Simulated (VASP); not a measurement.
A VASP calculation is set up with these files.

### INCAR
```
! general
SYSTEM  = NaCd3
PREC    = Accurate
ENCUT   = 400
LREAL   = .FALSE.
LASPH   = .TRUE.

! electronic loop
EDIFF   = 1E-6
NELM    = 100
ALGO    = Normal
LMAXMIX = 4

! smearing
ISMEAR  = 1
SIGMA   = 0.1

! functional
GGA     = PS

! ions
IBRION  = 2
NSW     = 60
ISIF    = 3
EDIFFG  = -0.02

! output
LWAVE   = .FALSE.
LCHARG  = .FALSE.
```

**POSCAR**
```
NaCd3
1.0
 -2.4339508237   2.4339508237   3.5996975267
  2.4339508237  -2.4339508237   3.5996975267
  2.4339508237   2.4339508237  -3.5996975267
Na Cd
1 3
Cartesian
  0.0000000000   0.0000000000   0.0000000000
  0.0000000000   2.4339508237   1.7998487633
  2.4339508237   0.0000000000   1.7998487633
  0.0000000000   0.0000000000   3.5996975267
```

File KPOINTS:
```
Automatic mesh
0
Gamma
8 8 8
0 0 0
```

POTCAR, in this order: Na_pv Cd (PBE.64 set). Program: vasp_std.

Problem. Write an equivalent input for Quantum ESPRESSO's pw.x.

Solution. One equivalent input (not run):
```
&CONTROL
  calculation = 'vc-relax'
  pseudo_dir = './pseudo'
  outdir = './out'
  tprnfor = .true.
  tstress = .true.
  nstep = 60
  forc_conv_thr = 0.00078
/
&SYSTEM
  ibrav = 0
  nat = 4
  ntyp = 2
  ecutwfc = 102
  occupations = 'smearing'
  smearing = 'methfessel-paxton'
  degauss = 0.00735
  input_dft = 'pbesol'
/
&ELECTRONS
  conv_thr = 7.3e-08
  electron_maxstep = 100
/
&IONS
/
&CELL
/
ATOMIC_SPECIES
  Na 22.990 Na.upf
  Cd 112.414 Cd.upf
CELL_PARAMETERS angstrom
    -2.4339508    2.4339508    3.5996975
     2.4339508   -2.4339508    3.5996975
     2.4339508    2.4339508   -3.5996975
ATOMIC_POSITIONS crystal
  Na   0.0000000  0.0000000  0.0000000
  Cd   0.7500000  0.2500000  0.5000000
  Cd   0.2500000  0.7500000  0.5000000
  Cd   0.5000000  0.5000000  0.0000000
K_POINTS automatic
  8 8 8 0 0 0
```
What does not carry over: the potentials are each code's own (VASP's PAW set, PseudoDojo norm-conserving files in pw.x), so ENCUT and ecutwfc are chosen apart and not converted; conv_thr bounds pw.x's estimated SCF error, while EDIFF bounds the energy change between steps; forc_conv_thr acts on force components and is met together with etot_conv_thr.

The structure comes from a computed database's NaCd3 entry (I4/mmm); how it stands against other phases isn't given here. This run relaxes it. Symmetry was kept, so distortions that lower it aren't found. The start is the result of an earlier pass.
